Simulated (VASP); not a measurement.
Method: PBEsol GGA, VASP's PBE PAW potentials (set 64) (plane waves; VASP).

VASP ran on this input.

File POSCAR:
```
Er
3.6032180
  1.0000000000   0.0000000000   0.0000000000
 -0.5000000000   0.8660253140   0.0000000000
  0.0000000000   0.0000000000   5.1401830253
Er
4
Cartesian
  0.0000000000   0.0000000000   3.7525340756
  0.0000000000   0.0000000000   2.1759422783
 -0.0000005000   0.5773504980   1.3876489497
  0.5000005000   0.2886748160   2.9642407470
```

### INCAR
```
! general
SYSTEM =Er
PREC   =Accurate
ENCUT  =300   ! plane-wave cut-off (eV)
LREAL  =.FALSE.
LASPH  =.TRUE.

! electronic loop
EDIFF  =1E-6
NELM   =100
ALGO   =Normal   ! blocked Davidson
LMAXMIX=6   ! l cut-off of mixed one-centre charges

! smearing
ISMEAR =-1   ! Fermi-Dirac
SIGMA  =0.01   ! width (eV)

! functional
GGA    =PS

! spin
ISPIN  =2
MAGMOM =4*3.0

! ions
ISIF   =2   ! forces and stress, cell fixed

! output
LWAVE  =.FALSE.
LCHARG =.FALSE.
LORBIT =11
```

**KPOINTS**
```
Automatic mesh
0
Gamma
7 7 1
0 0 0
```

POTCAR, in this order: Er (PBE.64 set). Program: vasp_std.

What VASP printed:

OSZICAR:
```
...
DAV:  12    -0.762932562438E+02   -0.11416E+02   -0.43424E+01  3648   0.302E+01    0.411E+02
DAV:  13    -0.923841300892E+02   -0.16091E+02   -0.70393E+02  2504   0.615E+01    0.370E+02
DAV:  14    -0.642188793924E+02    0.28165E+02   -0.24913E+02  2736   0.535E+01    0.280E+02
DAV:  15    -0.938199912952E+02   -0.29601E+02   -0.39817E+01  2856   0.489E+01    0.293E+02
DAV:  16    -0.630982416833E+02    0.30722E+02   -0.49282E+01  3180   0.239E+01    0.220E+02
DAV:  17    -0.963559721951E+02   -0.33258E+02   -0.49861E+01  2704   0.550E+01    0.302E+02
DAV:  18    -0.942837723566E+02    0.20722E+01   -0.20242E+01  3496   0.208E+01    0.325E+02
DAV:  19    -0.130594567708E+03   -0.36311E+02   -0.64005E+00  3136   0.232E+01    0.296E+02
DAV:  20    -0.147250234598E+03   -0.16656E+02   -0.25966E+01  2848   0.533E+01    0.236E+02
DAV:  21    -0.145176900992E+03    0.20733E+01   -0.26093E+01  3028   0.422E+01    0.182E+02
DAV:  22    -0.135423361026E+03    0.97535E+01   -0.11553E+01  3284   0.160E+01    0.155E+02
DAV:  23    -0.136555756138E+03   -0.11324E+01   -0.17844E+00  3638   0.724E+00    0.155E+02
DAV:  24    -0.140075610148E+03   -0.35199E+01   -0.29549E-01  3240   0.354E+00    0.157E+02
DAV:  25    -0.130680477515E+03    0.93951E+01   -0.58234E-01  3168   0.408E+00    0.156E+02
DAV:  26    -0.988427750162E+02    0.31838E+02   -0.22815E+00  2660   0.117E+01    0.154E+02
DAV:  27    -0.318805108837E+02    0.66962E+02   -0.23262E+02  2700   0.363E+01    0.615E+02
DAV:  28    -0.362361812086E+02   -0.43557E+01   -0.63177E+01  3218   0.374E+01    0.471E+02
DAV:  29    -0.391087142625E+02   -0.28725E+01   -0.18729E+01  3400   0.151E+01    0.183E+02
DAV:  30    -0.382661803128E+02    0.84253E+00   -0.58102E+00  3320   0.105E+01    0.129E+02
DAV:  31    -0.525316291390E+02   -0.14265E+02   -0.96906E+00  2696   0.254E+01    0.158E+02
DAV:  32    -0.702230547624E+02   -0.17691E+02   -0.12745E+01  2826   0.194E+01    0.157E+02
DAV:  33    -0.687364463494E+02    0.14866E+01   -0.22524E+00  3392   0.651E+00    0.154E+02
DAV:  34    -0.696823370825E+02   -0.94589E+00   -0.45506E-01  3392   0.294E+00    0.153E+02
DAV:  35    -0.696560806219E+02    0.26256E-01   -0.72113E-02  3656   0.113E+00    0.153E+02
DAV:  36    -0.699319295017E+02   -0.27585E+00   -0.61402E-02  2752   0.135E+00    0.152E+02
DAV:  37    -0.700847243348E+02   -0.15279E+00   -0.34044E-02  2824   0.110E+00    0.153E+02
DAV:  38    -0.711025499383E+02   -0.10178E+01   -0.17031E-01  2384   0.230E+00    0.154E+02
DAV:  39    -0.493099221914E+02    0.21793E+02   -0.68749E+00  2040   0.131E+01    0.138E+02
DAV:  40    -0.278939062894E+02    0.21416E+02   -0.10254E+02  2272   0.396E+01    0.856E+01
DAV:  41    -0.251470082044E+02    0.27469E+01   -0.10347E+01  2800   0.321E+01    0.906E+01
DAV:  42    -0.315082748854E+02   -0.63613E+01   -0.84947E+00  3192   0.183E+01    0.930E+01
DAV:  43    -0.321329717838E+02   -0.62470E+00   -0.18427E+00  2960   0.104E+01    0.894E+01
DAV:  44    -0.332492785206E+02   -0.11163E+01   -0.10985E+00  2932   0.161E+01    0.869E+01
DAV:  45    -0.299203063764E+02    0.33290E+01   -0.12358E+00  2808   0.176E+01    0.823E+01
DAV:  46    -0.282601911587E+02    0.16601E+01   -0.95964E-01  2816   0.147E+01    0.804E+01
DAV:  47    -0.285303240764E+02   -0.27013E+00   -0.11162E+00  3496   0.866E+00    0.793E+01
DAV:  48    -0.280724734001E+02    0.45785E+00   -0.48568E-01  3552   0.526E+00    0.788E+01
DAV:  49    -0.278965933101E+02    0.17588E+00   -0.36255E-01  3120   0.334E+00    0.785E+01
DAV:  50    -0.262901722956E+02    0.16064E+01   -0.29051E+00  2456   0.121E+01    0.812E+01
DAV:  51    -0.217885892414E+02    0.45016E+01   -0.36836E+00  2508   0.500E+01    0.800E+01
DAV:  52    -0.200598264483E+02    0.17288E+01   -0.39675E+00  2440   0.336E+01    0.746E+01
DAV:  53    -0.220251786672E+02   -0.19654E+01   -0.31785E+00  2998   0.173E+01    0.800E+01
DAV:  54    -0.225932829190E+02   -0.56810E+00   -0.14956E+00  3400   0.106E+01    0.820E+01
DAV:  55    -0.224498974945E+02    0.14339E+00   -0.78217E-01  3472   0.373E+00    0.830E+01
DAV:  56    -0.233964332747E+02   -0.94654E+00   -0.66615E+00  2424   0.252E+01    0.114E+02
DAV:  57    -0.156180781114E+02    0.77784E+01   -0.20104E+01  2640   0.258E+01    0.693E+01
DAV:  58    -0.175626345125E+02   -0.19446E+01   -0.42280E+00  2852   0.137E+01    0.781E+01
DAV:  59    -0.157481357926E+02    0.18145E+01   -0.24774E+00  2896   0.108E+01    0.719E+01
DAV:  60    -0.162448595419E+02   -0.49672E+00   -0.37625E+00  3168   0.109E+01    0.694E+01
DAV:  61    -0.223804721024E+02   -0.61356E+01   -0.38806E+01  2378   0.554E+01    0.105E+02
DAV:  62    -0.245732851741E+02   -0.21928E+01   -0.35228E+00  2660   0.145E+01    0.117E+02
DAV:  63    -0.276715396709E+02   -0.30983E+01   -0.29615E+00  2590   0.179E+01    0.118E+02
DAV:  64    -0.266276295121E+02    0.10439E+01   -0.29121E+00  2832   0.105E+01    0.118E+02
DAV:  65    -0.252974648699E+02    0.13302E+01   -0.93985E-01  3092   0.750E+00    0.117E+02
DAV:  66    -0.270539047310E+02   -0.17564E+01   -0.15446E+01  2652   0.535E+01    0.103E+02
DAV:  67    -0.237037502571E+02    0.33502E+01   -0.14885E+01  3044   0.371E+01    0.966E+01
DAV:  68    -0.176542809780E+02    0.60495E+01   -0.53101E+00  3160   0.270E+01    0.854E+01
DAV:  69    -0.136527635323E+02    0.40015E+01   -0.17963E+01  2440   0.417E+01    0.818E+01
DAV:  70    -0.205970907746E+02   -0.69443E+01   -0.47231E+00  2824   0.366E+01    0.833E+01
DAV:  71    -0.320500542393E+02   -0.11453E+02   -0.10225E+01  2788   0.492E+01    0.107E+02
DAV:  72    -0.271431642748E+02    0.49069E+01   -0.90164E+00  2472   0.325E+01    0.881E+01
DAV:  73    -0.270530285593E+02    0.90136E-01   -0.33815E+00  3312   0.139E+01    0.911E+01
DAV:  74    -0.268879551927E+02    0.16507E+00   -0.81866E-01  3432   0.454E+00    0.908E+01
DAV:  75    -0.261569564924E+02    0.73100E+00   -0.15203E-01  3176   0.420E+00    0.890E+01
DAV:  76    -0.388729965152E+02   -0.12716E+02   -0.45268E+01  2352   0.962E+01    0.130E+02
DAV:  77    -0.486967777517E+02   -0.98238E+01   -0.19220E+01  3148   0.370E+01    0.133E+02
DAV:  78    -0.440722702612E+02    0.46245E+01   -0.47691E+00  3404   0.272E+01    0.131E+02
DAV:  79    -0.439896602149E+02    0.82610E-01   -0.70181E+00  3192   0.224E+01    0.128E+02
DAV:  80    -0.420773648133E+02    0.19123E+01   -0.58491E+00  2772   0.320E+01    0.126E+02
DAV:  81    -0.340066476126E+02    0.80707E+01   -0.13917E+01  2568   0.383E+01    0.100E+02
DAV:  82    -0.371335916313E+02   -0.31269E+01   -0.54645E+00  3446   0.155E+01    0.101E+02
DAV:  83    -0.380372703288E+02   -0.90368E+00   -0.12096E+00  3664   0.691E+00    0.102E+02
DAV:  84    -0.380820163434E+02   -0.44746E-01   -0.42388E-01  3632   0.309E+00    0.101E+02
DAV:  85    -0.382671638477E+02   -0.18515E+00   -0.77006E-02  3472   0.190E+00    0.102E+02
DAV:  86    -0.277969014798E+02    0.10470E+02   -0.64237E+01  2380   0.701E+01    0.104E+02
DAV:  87    -0.313784919238E+02   -0.35816E+01   -0.11100E+01  3288   0.232E+01    0.104E+02
DAV:  88    -0.235381790339E+02    0.78403E+01   -0.74292E+00  3156   0.245E+01    0.781E+01
DAV:  89    -0.235935509698E+02   -0.55372E-01   -0.29240E+00  3120   0.251E+01    0.818E+01
DAV:  90    -0.247842375335E+02   -0.11907E+01   -0.15940E+00  3496   0.992E+00    0.812E+01
DAV:  91    -0.220571730288E+02    0.27271E+01   -0.30792E+00  2664   0.373E+01    0.753E+01
DAV:  92    -0.222217360959E+02   -0.16456E+00   -0.36544E+00  3128   0.190E+01    0.729E+01
DAV:  93    -0.192978303692E+02    0.29239E+01   -0.33989E+00  3256   0.152E+01    0.718E+01
DAV:  94    -0.176760199703E+02    0.16218E+01   -0.27616E+00  3560   0.100E+01    0.680E+01
DAV:  95    -0.180435383723E+02   -0.36752E+00   -0.85587E-01  3048   0.124E+01    0.680E+01
DAV:  96    -0.160879836919E+02    0.19556E+01   -0.56793E+00  2508   0.329E+01    0.372E+01
DAV:  97    -0.176674988940E+02   -0.15795E+01   -0.46426E+00  2790   0.351E+01    0.501E+01
DAV:  98    -0.176856826203E+02   -0.18184E-01   -0.40062E+00  2860   0.203E+01    0.565E+01
DAV:  99    -0.178584642857E+02   -0.17278E+00   -0.12290E+00  2742   0.192E+01    0.578E+01
DAV: 100    -0.163351497693E+02    0.15233E+01   -0.72950E-01  3152   0.122E+01
   1 F= -.16335150E+02 E0= -.16330338E+02  d E =-.962441E-02  mag=     9.6424
```

OUTCAR:
```
------------------------ aborting loop EDIFF was not reached (unconverged)  ----------------------------
  FORCE on cell =-STRESS in cart. coord.  units (eV):
  Direction    XX          YY          ZZ          XY          YZ          ZX
  --------------------------------------------------------------------------------------
  Total       18.4478262     18.4478224   -307.3746165      0.0000000      0.0000000      0.0000000
  in kB      141.9302594    141.9302300  -2364.8184081      0.0000000      0.0000000      0.0000000
  external PRESSURE =    -693.6526396 kB  Pullay stress =       0.0000000 kB
  volume of cell :      208.25
      direct lattice vectors                 reciprocal lattice vectors
     3.603218000  0.000000000  0.000000000     0.277529697  0.160231862  0.000000000
    -1.801609000  3.120478000  0.000000000     0.000000000  0.320463724  0.000000000
     0.000000000  0.000000000 18.521200000     0.000000000  0.000000000  0.053992182
 POSITION                                       TOTAL-FORCE (eV/Angst)
 -----------------------------------------------------------------------------------
      0.00000      0.00000     13.52120        -0.000000      0.000000     -0.687754
      0.00000      0.00000      7.84039         0.000000      0.000000     -0.001168
     -0.00000      2.08032      5.00000         0.000000      0.000000     -1.916775
      1.80161      1.04016     10.68081        -0.000000      0.000000      2.605697
 -----------------------------------------------------------------------------------
    total drift:                               -0.000771      0.000447     -0.842434
  FREE ENERGIE OF THE ION-ELECTRON SYSTEM (eV)
  ---------------------------------------------------
  free  energy   TOTEN  =       -16.3351497693 eV

  energy  without entropy=      -16.3255253634  energy(sigma->0) =      -16.33033757

 total charge

# of ion       s       p       d       f       tot
--------------------------------------------------
    1        2.136   5.795   0.610  10.815  19.356
    2        2.132   5.769   0.486   7.203  15.590
    3        2.148   5.754   0.541  13.754  22.197
    4        2.130   5.764   0.431  11.067  19.393
--------------------------------------------------
tot          8.547  23.082   2.068  42.840  76.536

 magnetization (x)

# of ion       s       p       d       f       tot
--------------------------------------------------
    1        0.015   0.042   0.332   2.937   3.326
    2        0.006   0.039   0.215   1.241   1.502
    3        0.003   0.010   0.174   0.067   0.253
    4        0.002   0.031   0.125   2.552   2.710
--------------------------------------------------
tot          0.026   0.122   0.847   6.797   7.792
```
(Selected blocks of OUTCAR.)

stdout:
```
...
DAV:  81    -0.340066476126E+02    0.80707E+01   -0.13917E+01  2568   0.383E+01    0.100E+02
DAV:  82    -0.371335916313E+02   -0.31269E+01   -0.54645E+00  3446   0.155E+01    0.101E+02
DAV:  83    -0.380372703288E+02   -0.90368E+00   -0.12096E+00  3664   0.691E+00    0.102E+02
DAV:  84    -0.380820163434E+02   -0.44746E-01   -0.42388E-01  3632   0.309E+00    0.101E+02
DAV:  85    -0.382671638477E+02   -0.18515E+00   -0.77006E-02  3472   0.190E+00    0.102E+02
DAV:  86    -0.277969014798E+02    0.10470E+02   -0.64237E+01  2380   0.701E+01    0.104E+02
DAV:  87    -0.313784919238E+02   -0.35816E+01   -0.11100E+01  3288   0.232E+01    0.104E+02
DAV:  88    -0.235381790339E+02    0.78403E+01   -0.74292E+00  3156   0.245E+01    0.781E+01
DAV:  89    -0.235935509698E+02   -0.55372E-01   -0.29240E+00  3120   0.251E+01    0.818E+01
DAV:  90    -0.247842375335E+02   -0.11907E+01   -0.15940E+00  3496   0.992E+00    0.812E+01
DAV:  91    -0.220571730288E+02    0.27271E+01   -0.30792E+00  2664   0.373E+01    0.753E+01
DAV:  92    -0.222217360959E+02   -0.16456E+00   -0.36544E+00  3128   0.190E+01    0.729E+01
DAV:  93    -0.192978303692E+02    0.29239E+01   -0.33989E+00  3256   0.152E+01    0.718E+01
DAV:  94    -0.176760199703E+02    0.16218E+01   -0.27616E+00  3560   0.100E+01    0.680E+01
DAV:  95    -0.180435383723E+02   -0.36752E+00   -0.85587E-01  3048   0.124E+01    0.680E+01
DAV:  96    -0.160879836919E+02    0.19556E+01   -0.56793E+00  2508   0.329E+01    0.372E+01
DAV:  97    -0.176674988940E+02   -0.15795E+01   -0.46426E+00  2790   0.351E+01    0.501E+01
DAV:  98    -0.176856826203E+02   -0.18184E-01   -0.40062E+00  2860   0.203E+01    0.565E+01
DAV:  99    -0.178584642857E+02   -0.17278E+00   -0.12290E+00  2742   0.192E+01    0.578E+01
DAV: 100    -0.163351497693E+02    0.15233E+01   -0.72950E-01  3152   0.122E+01

 -----------------------------------------------------------------------------
|                                                                             |
|           W    W    AA    RRRRR   N    N  II  N    N   GGGG   !!!           |
|           W    W   A  A   R    R  NN   N  II  NN   N  G    G  !!!           |
|           W    W  A    A  R    R  N N  N  II  N N  N  G       !!!           |
|           W WW W  AAAAAA  RRRRR   N  N N  II  N  N N  G  GGG   !            |
|           WW  WW  A    A  R   R   N   NN  II  N   NN  G    G                |
|           W    W  A    A  R    R  N    N  II  N    N   GGGG   !!!           |
|                                                                             |
|     The electronic self-consistency was not achieved in the given           |
|     number of steps (NELM). The forces and other quantities evaluated       |
|     might not be reliable so examine the results carefully. If you find     |
|     spurious results, we suggest increasing NELM, if you were close to      |
|     convergence or switching to a different ALGO or adjusting the           |
|     density mixing parameters otherwise.                                    |
|                                                                             |
 -----------------------------------------------------------------------------

   1 F= -.16335150E+02 E0= -.16330338E+02  d E =-.962441E-02  mag=     9.6424
```

Convergence was not reached.

At this cut-off the stress carries a Pulay error, which pulls relaxed volumes low. The cell holds a wide vacuum, so values per volume refer to the whole cell.

The cell is a sheet with vacuum, built from a generated structure.
